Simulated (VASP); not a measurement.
Output of a VASP run:

**OSZICAR**
```
       N       E                     dE             d eps       ncg     rms          rms(c)
DAV:   1     0.256216182088E+03    0.25622E+03   -0.15460E+04  3200   0.316E+03
DAV:   2     0.132356870349E+02   -0.24298E+03   -0.24067E+03  2840   0.548E+02
DAV:   3    -0.183576699371E+02   -0.31593E+02   -0.31341E+02  3608   0.158E+02
DAV:   4    -0.193712157597E+02   -0.10135E+01   -0.10091E+01  3680   0.307E+01
DAV:   5    -0.193888767294E+02   -0.17661E-01   -0.17659E-01  3600   0.374E+00    0.110E+01
DAV:   6    -0.180287990937E+02    0.13601E+01   -0.24740E+01  3744   0.270E+01    0.488E+00
DAV:   7    -0.175742541657E+02    0.45454E+00   -0.60653E+00  3496   0.148E+01    0.280E+00
DAV:   8    -0.175394758173E+02    0.34778E-01   -0.79911E-01  3112   0.601E+00    0.996E-01
DAV:   9    -0.175231243912E+02    0.16351E-01   -0.22753E-01  3304   0.325E+00    0.332E-01
DAV:  10    -0.175225457149E+02    0.57868E-03   -0.68961E-03  3440   0.688E-01    0.120E-01
DAV:  11    -0.175223802400E+02    0.16547E-03   -0.27375E-03  3864   0.275E-01    0.661E-02
DAV:  12    -0.175224000681E+02   -0.19828E-04   -0.17253E-04  3624   0.907E-02    0.133E-02
DAV:  13    -0.175223994778E+02    0.59035E-06   -0.20078E-05  3520   0.273E-02    0.838E-03
DAV:  14    -0.175223983626E+02    0.11152E-05   -0.33763E-06  2408   0.122E-02    0.153E-03
DAV:  15    -0.175223983892E+02   -0.26633E-07   -0.20087E-07  1552   0.466E-03
   1 F= -.17522398E+02 E0= -.17497186E+02  d E =-.504255E-01
```

OUTCAR:
```
------------------------ aborting loop because EDIFF is reached ----------------------------------------
  FORCE on cell =-STRESS in cart. coord.  units (eV):
  Direction    XX          YY          ZZ          XY          YZ          ZX
  --------------------------------------------------------------------------------------
  Total        1.5320508      1.5320508      3.6474668      0.0000000     -0.0000000      0.0000000
  in kB       53.4205618     53.4205618    127.1822896      0.0000000     -0.0000000      0.0000000
  external PRESSURE =      78.0078044 kB  Pullay stress =       0.0000000 kB
  volume of cell :       45.95
      direct lattice vectors                 reciprocal lattice vectors
    -1.674281000  1.674281000  4.097874000     0.000000000  0.298635653  0.122014488
     1.674281000 -1.674281000  4.097874000     0.298635653  0.000000000  0.122014488
     1.674281000  1.674281000 -4.097874000     0.298635653  0.298635653  0.000000000
 POSITION                                       TOTAL-FORCE (eV/Angst)
 -----------------------------------------------------------------------------------
      0.00000      0.00000      0.00000         0.000000      0.000000      0.000000
      0.00000      0.00000      2.74803        -0.000000     -0.000000      0.110549
      0.00000      0.00000      5.44771        -0.000000     -0.000000     -0.110549
 -----------------------------------------------------------------------------------
    total drift:                               -0.000000      0.000000      0.000000
  FREE ENERGIE OF THE ION-ELECTRON SYSTEM (eV)
  ---------------------------------------------------
  free  energy   TOTEN  =       -17.5223983892 eV

  energy  without entropy=      -17.4719729099  energy(sigma->0) =      -17.49718565
```
(Selected blocks of OUTCAR.)

File POSCAR:
```
TiGe2
1
   -1.6742810000     1.6742810000     4.0978740000
    1.6742810000    -1.6742810000     4.0978740000
    1.6742810000     1.6742810000    -4.0978740000
Ti Ge
1 2
Direct
  0.0000000000   0.0000000000   0.0000000000
  0.3353000000   0.3353000000   0.0000000000
  0.6647000000   0.6647000000   0.0000000000
```

Task: Write an INCAR and KPOINTS that could have produced this output.

Result: This is not unique; one that fits is the input of the run itself, PBE GGA, plane waves, VASP's PBE PAW potentials (set 64).

**INCAR**
```
SYSTEM=TiGe2
PREC=Accurate; ENCUT=300; LREAL=F
LASPH=T
EDIFF=1E-6; NELM=100; ALGO=Normal
LMAXMIX=4
ISMEAR=0; SIGMA=0.2
GGA=PE
ISIF=2
LWAVE=F; LCHARG=F
```

**KPOINTS**
```
Automatic mesh
0
Gamma
8 8 8
0 0 0
```

POTCAR, in this order: Ti_sv Ge_d (PBE.64 set). Program: vasp_std.

At this cut-off the stress carries a Pulay error, which pulls relaxed volumes low.

The structure was generated: TiGe2 was put into an ordered model structure, which need not be its known phase. The cell was not relaxed at this level. The k-mesh is coarse (spacing up to 0.33 per Å, 2π included), so the numbers may not be converged in it.
